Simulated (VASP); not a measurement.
A convergence study with VASP on Tm (hcp): one setting is varied, all else stays as given below, so the limit is that of these other settings.

```
Tm
1.0
    1.77000    -3.06573     0.00000
    1.77000     3.06573     0.00000
    0.00000     0.00000     5.55000
Tm
2
Direct
  0.33333   0.66667   0.25000
  0.66667   0.33333   0.75000
```

The numbers are results of PBE GGA, VASP's PBE PAW potentials (set 64) (plane waves; VASP 6.6.1), not measurements. The tightest run used: 550 eV cut-off, 21×21×13 Γ-centred mesh, first-order Methfessel-Paxton smearing of 0.10 eV, potentials Tm_3.

The 4f electrons are frozen in the core of the lanthanide potential, so 4f levels, which can set the real gap, and their magnetism are missing.

Q: The settings run are 1×1×1 mesh; 2×2×1 mesh; 3×3×2 mesh; 4×4×2 mesh; 5×5×3 mesh; 6×6×4 mesh; 7×7×4 mesh; 8×8×5 mesh; 9×9×6 mesh; 10×10×6 mesh; 11×11×7 mesh; 12×12×7 mesh; 13×13×8 mesh; 14×14×9 mesh; 15×15×9 mesh; 16×16×10 mesh; 17×17×10 mesh; 18×18×11 mesh; 19×19×12 mesh; 20×20×12 mesh; 21×21×13 mesh. From which on does the energy per atom stay within 0.005 eV/atom of the tightest run?

A: From 9×9×6 mesh on: it is off by 0.0018 there and by no more than 0.005 in any finer run, while 8×8×5 mesh is off by 0.0084.
| setting | E (eV/atom) | pressure (GPa) | irreducible k-points | difference judged (eV/atom) |
|---|---|---|---|---|
| 1×1×1 mesh | -6.1709 | 17.59 | 1 | 1.6949 |
| 2×2×1 mesh | -5.1002 | -9.57 | 2 | 0.6241 |
| 3×3×2 mesh | -4.4063 | -0.07 | 6 | 0.0698 |
| 4×4×2 mesh | -4.4415 | 1.55 | 8 | 0.0346 |
| 5×5×3 mesh | -4.4476 | 0.56 | 10 | 0.0285 |
| 6×6×4 mesh | -4.4854 | 0.57 | 21 | 0.0093 |
| 7×7×4 mesh | -4.4818 | 0.46 | 24 | 0.0057 |
| 8×8×5 mesh | -4.4677 | 0.49 | 30 | 0.0084 |
| 9×9×6 mesh | -4.4779 | 0.40 | 48 | 0.0018 |
| 10×10×6 mesh | -4.4794 | 0.25 | 56 | 0.0033 |
| 11×11×7 mesh | -4.4744 | 0.44 | 64 | 0.0017 |
| 12×12×7 mesh | -4.4741 | 0.47 | 76 | 0.0020 |
| 13×13×8 mesh | -4.4765 | 0.31 | 105 | 0.0004 |
| 14×14×9 mesh | -4.4753 | 0.42 | 120 | 0.0008 |
| 15×15×9 mesh | -4.4756 | 0.41 | 135 | 0.0005 |
| 16×16×10 mesh | -4.4754 | 0.37 | 180 | 0.0007 |
| 17×17×10 mesh | -4.4758 | 0.37 | 198 | 0.0003 |
| 18×18×11 mesh | -4.4762 | 0.37 | 222 | 0.0001 |
| 19×19×12 mesh | -4.4753 | 0.39 | 280 | 0.0008 |
| 20×20×12 mesh | -4.4755 | 0.39 | 308 | 0.0006 |
| 21×21×13 mesh | -4.4761 | 0.37 | 336 | 0.0000 |

Left out are rungs that failed or repeat a setting and relaxations that didn't move; long series are thinned to 24 rows.

The compound is Tm in the hcp structure. The cell was not relaxed at this level.
